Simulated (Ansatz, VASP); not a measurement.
# FeSb: VASP beside Ansatz

Wanted: the spread between two codes on one cell, functional and k mesh.

Main program and level: Ansatz 0.2.0; plane waves, with VASP 6.6.1 beside it; single point at LDA, DFT+U.

The database entry behind the starting cell differs from later determinations by our own check (0.1 to 0.3 % short, probably kX units), so it need not match the best structure at ambient conditions.

In doubt: warnings of the run leave room for a lower electronic state, so energies may not be the lowest and differences between runs may mislead.

### 1. Starting point

The structure is hexagonal, space group P6_3/mmc (No. 194). The conventional cell has a = 4.060 Å, b = 4.060 Å, c = 5.130 Å, α = 90.00°, β = 90.00°, γ = 120.00°. Fe has 2 Fe at 2.56 Å and 6 Sb at 2.67 Å nearest. Nearest to Sb lie 6 Fe at 2.67 Å. Farther neighbours are not listed.

### 2. Ansatz: single point, LDA, DFT+U

Ansatz runs on its default PAW (the set named soft_2) files.

With cell and atoms fixed, the geometry can't cause a difference; cores, projectors, grids and the points listed under the comparison can.

The input, input.yaml:

```yaml
crystal:
  lattice:
    - [8.12, 0.0, 0.0]
    - [2.03, 3.5160631394, 0.0]
    - [4.06, 0.0, 5.13]
  atoms:
    - { symbol: Fe, position: [0.0, 0.0, 0.0], spin: 3.0 }
    - { symbol: Fe, position: [0.5, 0.0, 0.0], spin: -3.0 }
    - { symbol: Fe, position: [0.75, 0.0, 0.5], spin: 3.0 }
    - { symbol: Fe, position: [0.25, 0.0, 0.5], spin: -3.0 }
    - { symbol: Sb, position: [0.7083333333, 0.6666666667, 0.25] }
    - { symbol: Sb, position: [0.2083333333, 0.6666666667, 0.25] }
    - { symbol: Sb, position: [0.7916666667, 0.3333333333, 0.75] }
    - { symbol: Sb, position: [0.2916666667, 0.3333333333, 0.75] }
hamiltonian:
  xc: lda
  pseudopotentials: { kind: paw }
  hubbard: { sites: [{ species: Fe, l: d, u_eff: 4.0 }] }
magnetization:
  spin_polarized: true
kpoints:
  mp_grid: { grid: [6, 6, 6] }
scf:
  occupations: { method: fermi_dirac, width: 0.05 }
  n_extra_bands: 14
output:
  forces: true
  stress: true
  eigenvalues: true
  write_density: true
  write_potential: true
  elf: true
  volumetric_format: npy
```

Launch:

```sh
ansatz run input.yaml --threads 4 --pin off --max-ram 9216MiB --backend cpu --events-out ev --progress --plain --runs-dir out
```

Numbers of over 12 decimals in the logs are rounded to 6 here.

The log of the run:

```text
Fe: projections on atomic orbitals take those of the free atom [Ne] 3s2 3p6 3d6 4s2, of charge +0.00 (hamiltonian.pseudopotentials.projection_atoms); the dataset's partial waves leave at most 1.1e-6 of an orbital's norm unspanned inside its sphere
Sb: projections on atomic orbitals take those of the free atom [Kr] 4d10 5s2 5p3, of charge +0.00 (hamiltonian.pseudopotentials.projection_atoms); the dataset's partial waves leave at most 3.6e-6 of an orbital's norm unspanned inside its sphere
scf.n_extra_bands = 14 over 62 filled bands (N_el = 124.0): the run solves 76 bands
Engine: ansatz 0.2.0, aarch64-unknown-linux-gnu
Pseudopotentials: kind: paw
Pseudopotential: Fe, paw, valence charge 16, recommended cutoff 420 eV (normal), Fe.paw.azcp
Pseudopotential: Sb, paw, valence charge 15, recommended cutoff 420 eV (normal), Sb.paw.azcp
Functional definition: SPW92
  exchange = slater_x
  correlation = pw_c
Crystal: 8 atoms, lattice volume = 146.464 Å³
Basis set: ecut = 420 eV, 2857 PW (Γ)
Bands: 76, of which v1, the nominal top of the filled ones, is band 62 counted from 1 (61 counted from 0)
Symmetry: 4 space group operations
Space group: Imm2 (ITA 44), of the structure as read, at distance tolerance 5.3e-5 Å
Magnetic group: BNS 44.234 (UNI 332), of the structure as read, at distance tolerance 5.3e-5 Å
k-points: 46 of 216 (time reversal used)
Non-local potential: Fe, projectors of the file, l = 0: 3, l = 1: 2, l = 2: 3, l = 3: 1
Non-local potential: Sb, projectors of the file, l = 0: 2, l = 1: 2, l = 2: 2, l = 3: 2
PAW form: soft (Blöchl's): semilocal exchange-correlation on the pseudo side does not see the compensation charge
PAW frozen core: Fe, regenerated for the run's functional, and the local potential with it (the file was generated under x = pbe(κ = 0.804, μ = 0.219515), c = pbe(β = 0.066725))
PAW frozen core: Sb, regenerated for the run's functional, and the local potential with it (the file was generated under x = pbe(κ = 0.804, μ = 0.219515), c = pbe(β = 0.066725))
PAW one-centre angular grid: Fe, 590 points (default); XC on 64 Gauss nodes
PAW one-centre angular grid: Sb, 590 points (default); XC on 64 Gauss nodes
Initial density: superposition of atomic densities (chi_scale 0.1, normalization cell)
Starting moments: Σ|m| = 12 μB on 4 of 8 sites
Starting magnetic order: antiferromagnet; a translation exchanges its spin sublattices: spin-degenerate at every k-point
Initial wavefunctions: pseudopotential atomic-orbital guess
Functional: x = slater, c = lda
SCF iter   1: F=—  HF=-43011.787106 eV  |F-HF|=—  |Δ(HF+E_count)|=         —  Δρ=4.50e-2 (↑4.50e-2 ↓4.50e-2)  dr2=1.54e1  dr2_m=6.34e-1  M=0.000 μB ∫|m|=10.335 μB  β_m=0.30  ethr=3.10e-3  ⟨swp⟩=6.0  Hψ=12322  notcnv=0  defer=5
preconditioner: auto → Kerker (q_TF=auto, 2.654 Å⁻¹)  [metal: Δε(μ)=0.003 eV  Ē_g=17.070 eV  σ=0.050 eV  W_gap=0.02  n_scr=46 (ndim 8)  ℏωp=29.4 eV  f_vac=0.000  D(μ)=9.33/eV (n_scr^D=104)]
spin=Collinear: Kerker preconditioning applied to the charge; magnetization (m = ρ↑ − ρ↓) channel mixes plain (no charge-response kernel on spin).
SCF iter   2: F=—  HF=-43010.757864 eV  |F-HF|=—  |Δ(HF+E_count)|=    1.03e0  Δρ=2.07e-2 (↑2.07e-2 ↓2.07e-2)  dr2=2.09e0  dr2_m=1.18e-1  M=0.000 μB ∫|m|=11.495 μB  β_m=1.00  ethr=3.10e-3  ⟨swp⟩=3.0  Hψ=5792  notcnv=0  defer=175
SCF iter   3: F=—  HF=-43010.744648 eV  |F-HF|=—  |Δ(HF+E_count)|=   1.32e-2  Δρ=1.23e-2 (↑1.23e-2 ↓1.23e-2)  dr2=1.47e0  dr2_m=4.52e-3  M=0.000 μB ∫|m|=11.575 μB  β_m=1.00  ethr=1.68e-3  ⟨swp⟩=2.0  Hψ=3953  notcnv=0  defer=174
SCF iter   4: F=—  HF=-43010.536437 eV  |F-HF|=—  |Δ(HF+E_count)|=   2.08e-1  Δρ=1.27e-2 (↑1.27e-2 ↓1.27e-2)  dr2=2.94e-1  dr2_m=1.65e-1  M=0.000 μB ∫|m|=12.205 μB  β_m=1.00  ethr=1.19e-3  ⟨swp⟩=2.7  Hψ=5137  notcnv=0  defer=174
SCF iter   5: F=—  HF=-43010.543918 eV  |F-HF|=—  |Δ(HF+E_count)|=   7.48e-3  Δρ=3.87e-3 (↑3.87e-3 ↓3.87e-3)  dr2=3.87e-2  dr2_m=6.46e-3  M=0.000 μB ∫|m|=12.105 μB  β_m=0.30  ethr=2.37e-4  ⟨swp⟩=2.2  Hψ=4574  notcnv=0  defer=168
SCF iter   6: F=—  HF=-43010.725703 eV  |F-HF|=—  |Δ(HF+E_count)|=   1.82e-1  Δρ=5.95e-3 (↑5.95e-3 ↓5.95e-3)  dr2=1.12e-1  dr2_m=2.23e-2  M=0.000 μB ∫|m|=11.964 μB  β_m=0.30  ethr=3.12e-5  ⟨swp⟩=2.0  Hψ=5920  notcnv=0  defer=168
Mixer restart at iter 6: flushing history
spin-set hold released at iteration 6 (site moments contracting): the magnetisation degrees of freedom join the quasi-Newton model from the next iteration; the mixer history was flushed
SCF iter   7: F=—  HF=-43010.855009 eV  |F-HF|=—  |Δ(HF+E_count)|=   1.29e-1  Δρ=4.31e-3 (↑4.31e-3 ↓4.31e-3)  dr2=1.68e-2  dr2_m=1.65e-2  M=0.000 μB ∫|m|=12.028 μB  β_m=0.65  ethr=3.12e-5  ⟨swp⟩=2.0  Hψ=4917  notcnv=0  defer=168
SCF iter   8: F=—  HF=-43011.172350 eV  |F-HF|=—  |Δ(HF+E_count)|=   3.17e-1  Δρ=7.36e-3 (↑7.36e-3 ↓7.36e-3)  dr2=1.33e-1  dr2_m=2.82e-2  M=0.000 μB ∫|m|=11.877 μB  β_m=0.31  ethr=1.35e-5  ⟨swp⟩=2.0  Hψ=6641  notcnv=0  defer=168
SCF iter   9: F=—  HF=-43011.328867 eV  |F-HF|=—  |Δ(HF+E_count)|=   1.57e-1  Δρ=5.09e-3 (↑5.09e-3 ↓5.09e-3)  dr2=1.58e-2  dr2_m=2.21e-2  M=0.000 μB ∫|m|=11.845 μB  β_m=0.87  ethr=1.35e-5  ⟨swp⟩=2.3  Hψ=7251  notcnv=0  defer=172
[...]
iter 1 solved again at ethr=3.61e-12 eV; its pass at ethr=3.10e-3 eV (dr2=4.47e-9 eV) is discarded
SCF iter   1: F=—  HF=-43011.821571 eV  |F-HF|=—  |Δ(HF+E_count)|=         —  Δρ=8.61e-7 (↑8.61e-7 ↓4.84e-7)  dr2=4.47e-9  dr2_m=1.65e-10  M=-0.000 μB ∫|m|=11.380 μB  β_m=0.30  ethr=3.61e-12  ⟨swp⟩=1.4  Hψ=29339  notcnv=0
preconditioner: auto → Kerker (q_TF=auto, 2.654 Å⁻¹)  [metal: Δε(μ)=0.038 eV  Ē_g=17.966 eV  σ=0.050 eV  W_gap=0.19  n_scr=46 (ndim 8)  ℏωp=29.4 eV  f_vac=0.003  D(μ)=3.53/eV (n_scr^D=20)]
spin=Collinear: Kerker preconditioning applied to the charge; magnetization (m = ρ↑ − ρ↓) channel mixes plain (no charge-response kernel on spin).
SCF iter   2: F=-43011.821571 eV  HF=-43011.821571 eV  |F-HF|=1.14e-9  |Δ(HF+E_count)|=  3.57e-10  Δρ=4.04e-7 (↑3.35e-7 ↓4.04e-7)  dr2=1.29e-9  dr2_m=7.80e-11  M=-0.000 μB ∫|m|=11.380 μB  ethr=3.60e-12  ⟨swp⟩=9.3  Hψ=55237  notcnv=0
SCF 3 converged in 2 iterations: F = -43011.821571 eV  dr2 = 1.29e-9
Symmetry: 1 space group operations
k-points: 112 of 216 (time reversal used)
the translation (0.5, 0, 0) carries every atom to within crystal.symmetry.tolerance of an atom of its element with the starting moment reversed, but both spin channels are solved: the run starts from a saved state that isn't shown to keep it, or this solve from the single point that its walk made first
iter 1 solved again at ethr=1.04e-12 eV; its pass at ethr=8.06e-7 eV (dr2=1.29e-9 eV) is discarded
SCF iter   1: F=—  HF=-43011.821571 eV  |F-HF|=—  |Δ(HF+E_count)|=         —  Δρ=4.04e-7 (↑3.35e-7 ↓4.04e-7)  dr2=1.29e-9  dr2_m=7.80e-11  M=-0.000 μB ∫|m|=11.380 μB  ethr=1.04e-12  ⟨swp⟩=1.0  Hψ=65928  notcnv=0
spin=Collinear: Kerker preconditioning applied to the charge; magnetization (m = ρ↑ − ρ↓) channel mixes plain (no charge-response kernel on spin).
SCF iter   2: F=—  HF=-43011.821337 eV  |F-HF|=—  |Δ(HF+E_count)|=   2.34e-4  Δρ=9.66e-4 (↑9.65e-4 ↓9.66e-4)  dr2=5.81e-3  dr2_m=1.80e-4  M=0.000 μB ∫|m|=11.391 μB  ethr=8.06e-7  ⟨swp⟩=1.0  Hψ=65980  notcnv=0
SCF iter   3: F=—  HF=-43011.821564 eV  |F-HF|=—  |Δ(HF+E_count)|=   2.27e-4  Δρ=2.86e-4 (↑2.86e-4 ↓2.86e-4)  dr2=4.55e-4  dr2_m=2.50e-5  M=0.000 μB ∫|m|=11.388 μB  ethr=8.06e-7  ⟨swp⟩=1.0  Hψ=49521  notcnv=0
SCF iter   4: F=—  HF=-43011.821541 eV  |F-HF|=—  |Δ(HF+E_count)|=   2.28e-5  Δρ=3.57e-5 (↑3.56e-5 ↓3.57e-5)  dr2=8.59e-6  dr2_m=2.04e-7  M=-0.000 μB ∫|m|=11.393 μB  ethr=4.74e-7  ⟨swp⟩=1.0  Hψ=34944  notcnv=0
WARN: an SCF from ferromagnetic starting moments (-3.00, -3.00, -3.00, -3.00, 0.00, 0.00, 0.00, 0.00 Bohr magnetons, atom by atom) was not made, by what the run has read of turns of its moments that order reads lower: the deck asks for what bars it, or types moments that do (magnetization.spin_polarized, in the input reference, names some of the keys), or the run goes by scf.lower_state_search: light, the default, which as a rule tries one only behind a close that has lost an order of both signs, or on which an open d or half-filled 4f shell of a PAW file has lost a moment that was set nearer to Hund's than to what is left; [rest of the remark cut]
SCF converged after 2 iterations
Stability not told: the SCF's own minimisation came to no verdict on its close; the lowest value that the minimisation read is 4.7e-2 (residual 3.9e-3): no lower mode is shown, and none is ruled out
Magnetization: -0.0000 μB (62.0000 up, 62.0000 down)
Absolute magnetization: 11.4000 μB (∫|ρ↑−ρ↓|, with the PAW one-centre terms)
Spin contamination: 5.6736 ħ² per cell (⟨S²⟩ above its minimum at these occupations)
Per-site moments (μB) at R_I (Å): [(2.623603, 1.0580625), (-2.623605, 1.0580625), (2.623603, 1.0580625), (-2.623605, 1.0580625), (-0.0056234, 1.102181), (0.00562367, 1.102181), (9.48541968148706e-8, 1.102181), (9.485419678906962e-8, 1.102181)]
Free energy (F): -43011.821571 eV
Harris-Foulkes:  -43011.821571 eV  (|F-HF|=1.14e-9)
Internal energy: -43011.791717 eV  (E = F + TS)
E sigma→0 (E₀):  -43011.806644 eV
Entropy (-TS):   -0.029853 eV (-3.732 meV/atom)
Fermi energy:    14.201877 eV
--- Per-component energies (eV) ---
  E_band       = -1572.736687
  E_kinetic    = 2245.356586
  E_local      = -16016.924510  (includes V_loc(G=0)·N_el)
  E_nonlocal   = 2389.749577
  E_hartree    = 7028.144097
  E_xc         = -1019.885115
  E_vxc        = -995.825252  (∫ρ·V_xc dr)
  E_hubbard    = 7.415381  (on-site DFT+U / exact-exchange correction)
  E_vhub       = -39.715051  (the Hubbard potential's part of the band-sum identity)
  E_paw        = -22951.533355  (= ΣΔE_a)
  E_vpaw       = -3211.670116  (= ΣTr[D̂ρ^β])
  E_aug_tail   = 0.003316  (compensation charges beyond the density's cutoff)
  E_ewald      = -14697.959132
  E_core_change = 3.841437  (= ΣΔE_core)
  E_smearing   = -0.029853  (= −TS)
  E_closure    = 0.000000  (closes the sum)
  Σ components = -43011.821571   (vs F -43011.821571, Δ=0.00e0)
--- Forces (eV/Å), atoms counted from 1 ---
  atom   1  Fe    -0.01000911     0.04547781     0.41889776
  atom   2  Fe    -0.01002991     0.04549063     0.41888162
  atom   3  Fe    -0.04438949    -0.01407077    -0.41889776
  atom   4  Fe    -0.04441100    -0.01405916    -0.41888162
  atom   5  Sb    -0.10230489     0.05906576     0.00000000
  atom   6  Sb    -0.10231569     0.05907199     0.00000000
  atom   7  Sb     0.15673037    -0.09048872    -0.00000488
  atom   8  Sb     0.15673072    -0.09048812     0.00000488
  max |Σ_I F_I| component: 9.98e-7 eV/Å
--- Stress (GPa, compression-positive) ---
        3.029175      -0.087757      -0.455904
       -0.087757       2.927842      -0.789649
       -0.455905      -0.789650       2.147241
  P = ⅓ Tr σ = 2.7014 GPa (27.014 kbar)
--- Band table (eV; the first three rows and the last of 136) ---
  k-point 0 ↑: bands = [... 58 lower, 13.4661, 13.8973, 14.5446, 14.6006, 14.6235, 15.2050, 15.6598, 15.7964, ... 10 higher]
  k-point 1 ↑: bands = [... 58 lower, 13.3215, 13.6341, 14.5523, 14.7484, 14.9045, 15.1270, 15.5448, 15.8039, ... 10 higher]
  k-point 2 ↑: bands = [... 58 lower, 13.2372, 13.3695, 14.3107, 14.5030, 14.9987, 15.1207, 15.5779, 15.6316, ... 10 higher]
  k-point 67 ↓: bands = [... 58 lower, 12.7827, 12.8967, 13.0163, 13.2931, 13.7660, 14.5674, 15.1209, 15.4731, ... 10 higher]
Occupation matrices written to <dir>
```

The job ended after 11 min (4 threads of Arm Neoverse V1, shared host; peak memory 6.6 GiB; 42 min of CPU time).

The column dr2 measures how far the density is from self-consistency, as an energy; F and HF (Harris–Foulkes) agree once it is small.

The run ends at a pressure of 2.70 GPa, with forces up to 0.42 eV/Å.

(Part 1 of 2 ends here.)

[Lines on the potential files, build, host, timing and source positions are cut from VASP's logs without a mark.]

[Logs are printed without paths, hosts, clocks, repeated set-up lines and the standing remarks that a program may print on its own settings, such as how far it seeks lower states.]

[Hosts, paths, dates, database ids (printed as entryN), source tags and the programs' standing remarks are cut or masked in the printed files.]
